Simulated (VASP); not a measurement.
All values below come from LDA (Ceperley-Alder, Perdew-Zunger), VASP's LDA PAW potentials (set 64) (plane waves; VASP).

VASP ran on this input.

**INCAR**
```
SYSTEM = Ca
PREC = Accurate
ENCUT = 500
EDIFF = 1E-6
NELM = 100
ALGO = Normal
LREAL = .FALSE.
LASPH = .TRUE.
ISMEAR = 1
SIGMA = 0.1
LWAVE = .FALSE.
LCHARG = .FALSE.
IBRION = 2
ISIF = 3
NSW = 40
EDIFFG = -0.02
PSTRESS = 300
```

KPOINTS:
```
K-points
0
G
  14 14 14
0 0 0
```

File POSCAR:
```
Ca
1
   -0.0000000000     2.1684681366     2.1684681366
    2.1684681366    -0.0000000000     2.1684681366
    2.1684681366     2.1684681366    -0.0000000000
Ca
1
Direct
  0.0000000000   0.0000000000   0.0000000000
```

POTCAR, in this order: Ca_sv (LDA.64 set). Program: vasp_std.

The run wrote:

**OUTCAR**
```
 ion  position               nearest neighbor table
   1  0.000  0.000  0.000-
  LATTYP: Found a face centered cubic cell.
 ALAT       =     4.3369362732
 Subroutine PRICEL returns:
 Original cell was already a primitive cell.
 Subroutine GETGRP returns: Found 48 space group operations
The static configuration has the point symmetry O_h .
The dynamic configuration has the point symmetry O_h .
 Subroutine INISYM returns: Found 48 space group operations
 Subroutine IBZKPT returns following result:
 Found    104 irreducible k-points:

 Following reciprocal coordinates:
            Coordinates               Weight
  0.000000  0.000000  0.000000      1.000000
  0.071429  0.000000  0.000000      8.000000
  0.142857  0.000000  0.000000      8.000000
  0.214286  0.000000  0.000000      8.000000
  0.285714  0.000000  0.000000      8.000000
  0.357143  0.000000  0.000000      8.000000
  0.428571  0.000000  0.000000      8.000000
  0.500000  0.000000  0.000000      4.000000
  0.071429  0.071429  0.000000      6.000000
  0.142857  0.071429  0.000000     24.000000
  0.214286  0.071429  0.000000     24.000000
  0.285714  0.071429  0.000000     24.000000
  0.357143  0.071429  0.000000     24.000000
  0.428571  0.071429  0.000000     24.000000
  0.500000  0.071429  0.000000     24.000000
 -0.428571  0.071429  0.000000     24.000000
 -0.357143  0.071429  0.000000     24.000000
 -0.285714  0.071429  0.000000     24.000000
 -0.214286  0.071429  0.000000     24.000000
 -0.142857  0.071429  0.000000     24.000000
 -0.071429  0.071429  0.000000     12.000000
  0.142857  0.142857  0.000000      6.000000
  0.214286  0.142857  0.000000     24.000000
  0.285714  0.142857  0.000000     24.000000
  0.357143  0.142857  0.000000     24.000000
  0.428571  0.142857  0.000000     24.000000
  0.500000  0.142857  0.000000     24.000000
 -0.428571  0.142857  0.000000     24.000000
 -0.357143  0.142857  0.000000     24.000000
 -0.285714  0.142857  0.000000     24.000000
 -0.214286  0.142857  0.000000     24.000000
 -0.142857  0.142857  0.000000     12.000000
  0.214286  0.214286  0.000000      6.000000
  0.285714  0.214286  0.000000     24.000000
  0.357143  0.214286  0.000000     24.000000
  0.428571  0.214286  0.000000     24.000000
  0.500000  0.214286  0.000000     24.000000
 -0.428571  0.214286  0.000000     24.000000
 -0.357143  0.214286  0.000000     24.000000
 -0.285714  0.214286  0.000000     24.000000
   k-points           NKPTS =    104   k-points in BZ     NKDIM =    104   number of bands    NBANDS=      9
   number of dos      NEDOS =    301   number of ions     NIONS =      1
   total plane-waves  NPLWV =  13824
   dimension x,y,z NGX =    24 NGY =   24 NGZ =   24
   dimension x,y,z NGXF=    48 NGYF=   48 NGZF=   48
   ions per type =               1
   PREC   = accura    normal or accurate (medium, high low for compatibility)
   ISTART =      0    job   : 0-new  1-cont  2-samecut
   ICHARG =      2    charge: 1-file 2-atom 10-const
   ISPIN  =      1    spin polarized calculation?
   LNONCOLLINEAR =      F non collinear calculations
   LSORBIT =      F    spin-orbit coupling
   INIWAV =      1    electr: 0-lowe 1-rand  2-diag
   ENCUT  =  500.0 eV  36.75 Ry    6.06 a.u.   5.59  5.59  5.59*2*pi/ulx,y,z
   NELM   =    100;   NELMIN=  2; NELMDL= -5     # of ELM steps
   EDIFF  = 0.1E-05   stopping-criterion for ELM
   LREAL  =      F    real-space projection
   NLSPLINE    = F    spline interpolate recip. space projectors
   LMAXMIX     =    2 max onsite mixed and CHGCAR
   VOSKOWN=      0    Vosko Wilk Nusair interpolation
...
```

OSZICAR:
```
       N       E                     dE             d eps       ncg     rms          rms(c)
DAV:   1     0.647150356577E+02    0.64715E+02   -0.56037E+03  1872   0.109E+03
DAV:   2     0.266858296907E-01   -0.64688E+02   -0.64293E+02  1940   0.246E+02
DAV:   3    -0.111273413000E+01   -0.11394E+01   -0.11145E+01  2628   0.338E+01
DAV:   4    -0.114451747437E+01   -0.31783E-01   -0.31762E-01  2440   0.447E+00
DAV:   5    -0.114541155489E+01   -0.89408E-03   -0.89390E-03  2708   0.469E-01    0.171E+00
DAV:   6    -0.110579528357E+01    0.39616E-01   -0.18622E-02  2852   0.121E+00    0.902E-01
DAV:   7    -0.109025468701E+01    0.15541E-01   -0.24472E-02  2811   0.119E+00    0.136E-01
DAV:   8    -0.109043817979E+01   -0.18349E-03   -0.32506E-04  2034   0.196E-01    0.471E-02
DAV:   9    -0.109046399167E+01   -0.25812E-04   -0.20059E-04  2870   0.996E-02    0.155E-02
DAV:  10    -0.109046295780E+01    0.10339E-05   -0.41624E-06  2006   0.287E-02    0.186E-03
DAV:  11    -0.109046297063E+01   -0.12830E-07   -0.34682E-07  1015   0.676E-03
   1 F= 0.27280986E+01 E0= 0.27281569E+01  d E =0.272810E+01
```

File OUTCAR:
```
------------------------ aborting loop because EDIFF is reached ----------------------------------------
  FORCE on cell =-STRESS in cart. coord.  units (eV):
  Direction    XX          YY          ZZ          XY          YZ          ZX
  --------------------------------------------------------------------------------------
  Total        3.8108287      3.8108287      3.8108287      0.0000000      0.0000000     -0.0000000
  in kB      299.3924730    299.3924730    299.3924730      0.0000000      0.0000000     -0.0000000
  external PRESSURE =      -0.6075270 kB  Pullay stress =     300.0000000 kB
  volume of cell :       20.39
      direct lattice vectors                 reciprocal lattice vectors
     0.000000000  2.168468137  2.168468137    -0.230577518  0.230577518  0.230577518
     2.168468137  0.000000000  2.168468137     0.230577518 -0.230577518  0.230577518
     2.168468137  2.168468137  0.000000000     0.230577518  0.230577518 -0.230577518
 POSITION                                       TOTAL-FORCE (eV/Angst)
 -----------------------------------------------------------------------------------
      0.00000      0.00000      0.00000        -0.000000      0.000000      0.000000
 -----------------------------------------------------------------------------------
    total drift:                               -0.000000     -0.000000     -0.000000
  FREE ENERGIE OF THE ION-ELECTRON SYSTEM (eV)
  ---------------------------------------------------
  free  energy   TOTEN  =        -1.0904629706 eV

  energy  without entropy=       -1.0902883414  energy(sigma->0) =       -1.09040476
  enthalpy is  TOTEN    =         2.7280986482 eV   P V=        3.8185616188

 reached required accuracy - stopping structural energy minimisation
```
(Selected blocks of OUTCAR.)

The compound is Ca in the fcc structure. It was relaxed first under an external pressure of 30 GPa.
